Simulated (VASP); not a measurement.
VASP ran on this input.

File KPOINTS:
```
Automatic
0
gamma
14 14 8
```

**POSCAR**
```
Ti
1.0
  1.4653641065  -2.5380851405   0.0000000000
  1.4653641065   2.5380851405   0.0000000000
  0.0000000000   0.0000000000   4.6454425540
Ti
2
direct
  0.3333330000   0.6666670000   0.2500000000
  0.6666670000   0.3333330000   0.7500000000
```

**INCAR**
```
SYSTEM = Ti
PREC = Accurate; ENCUT = 520; LREAL = .FALSE.
LASPH = .TRUE.
EDIFF = 1E-7; NELM = 100; ALGO = Normal
LMAXMIX = 4
ISMEAR = 1; SIGMA = 0.1
GGA = CX; LUSE_VDW = .TRUE.; AGGAC = 0.0
IBRION = 2; NSW = 30; ISIF = 4
EDIFFG = -0.01
LWAVE = .FALSE.; LCHARG = .FALSE.
```

POTCAR, in this order: Ti_sv (PBE.64 set). Program: vasp_std.

Task: Write an equivalent input for Quantum ESPRESSO's pw.x.

Result: One equivalent input (not run):
```
&CONTROL
  calculation = 'vc-relax'
  pseudo_dir = './pseudo'
  outdir = './out'
  tprnfor = .true.
  tstress = .true.
  nstep = 30
  forc_conv_thr = 0.00039
/
&SYSTEM
  ibrav = 0
  nat = 2
  ntyp = 1
  ecutwfc = 84
  occupations = 'smearing'
  smearing = 'methfessel-paxton'
  degauss = 0.00735
  input_dft = 'vdw-df-cx'
/
&ELECTRONS
  conv_thr = 7.3e-09
  electron_maxstep = 100
/
&IONS
/
&CELL
  cell_dofree = 'shape'
/
ATOMIC_SPECIES
  Ti 47.867 Ti.upf
CELL_PARAMETERS angstrom
     1.4653641   -2.5380851    0.0000000
     1.4653641    2.5380851    0.0000000
     0.0000000    0.0000000    4.6454426
ATOMIC_POSITIONS crystal
  Ti   0.3333330  0.6666670  0.2500000
  Ti   0.6666670  0.3333330  0.7500000
K_POINTS automatic
  14 14 8 0 0 0
```
The two are equivalent in intent, not identical: the potentials are each code's own (VASP's PAW set, PseudoDojo norm-conserving files in pw.x), so ENCUT and ecutwfc are chosen apart and not converted; conv_thr bounds pw.x's estimated SCF error, while EDIFF bounds the energy change between steps; forc_conv_thr acts on force components and is met together with etot_conv_thr.

The compound is Ti in the hcp structure. This cell is one point of a volume scan, at 1.03 of the reference volume. Symmetry was kept, so distortions that lower it aren't found.
